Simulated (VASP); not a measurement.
OSZICAR of a VASP run on PtSe2 (atoms displaced from the space group 164 structure):

**OSZICAR**
```
       N       E                     dE             d eps       ncg     rms          rms(c)
DAV:   1     0.985444409712E+02    0.98544E+02   -0.88243E+03  2328   0.104E+03
DAV:   2    -0.104582081713E+02   -0.10900E+03   -0.10674E+03  2966   0.214E+02
DAV:   3    -0.142032046398E+02   -0.37450E+01   -0.37312E+01  2777   0.434E+01
DAV:   4    -0.142289564341E+02   -0.25752E-01   -0.25748E-01  2840   0.392E+00
DAV:   5    -0.142292673894E+02   -0.31096E-03   -0.31095E-03  2833   0.402E-01    0.133E+01
DAV:   6    -0.136759840101E+02    0.55328E+00   -0.43338E+00  2294   0.210E+01    0.787E+00
DAV:   7    -0.135247875387E+02    0.15120E+00   -0.82671E-01  2287   0.977E+00    0.403E+00
DAV:   8    -0.135069109758E+02    0.17877E-01   -0.53403E-02  2504   0.185E+00    0.788E-01
DAV:   9    -0.135041863536E+02    0.27246E-02   -0.95104E-03  2602   0.107E+00    0.152E-01
DAV:  10    -0.135043844878E+02   -0.19813E-03   -0.13480E-03  2742   0.277E-01    0.461E-02
DAV:  11    -0.135043909475E+02   -0.64598E-05   -0.47831E-05  2868   0.586E-02    0.296E-02
DAV:  12    -0.135043950932E+02   -0.41456E-05   -0.11597E-05  2658   0.273E-02    0.483E-03
DAV:  13    -0.135043955187E+02   -0.42549E-06   -0.12220E-06  2169   0.840E-03
   1 F= -.13504396E+02 E0= -.13504232E+02  d E =-.326096E-03
```

Which electronic solver shows in the log?

It is blocked Davidson (ALGO = Normal, or the opening steps of other solvers). The INCAR had ALGO = Normal.

Can the final energy be trusted as converged?

Self-consistency was reached. It stopped with EDIFF = 1E-6, NELM = 100 (PBE GGA, plane waves, VASP's PBE PAW potentials (set 64)). The cell is charged, with a uniform compensating background.

The compound is PtSe2 in the 1T layered structure. The cell was not relaxed at this level, atoms are displaced from their ideal sites. The k-mesh is coarse (spacing up to 0.33 per Å, 2π included), so the numbers may not be converged in it. The run is one of a series of settings (NELECT = 22.1 against the base run), some of them coarse on purpose.
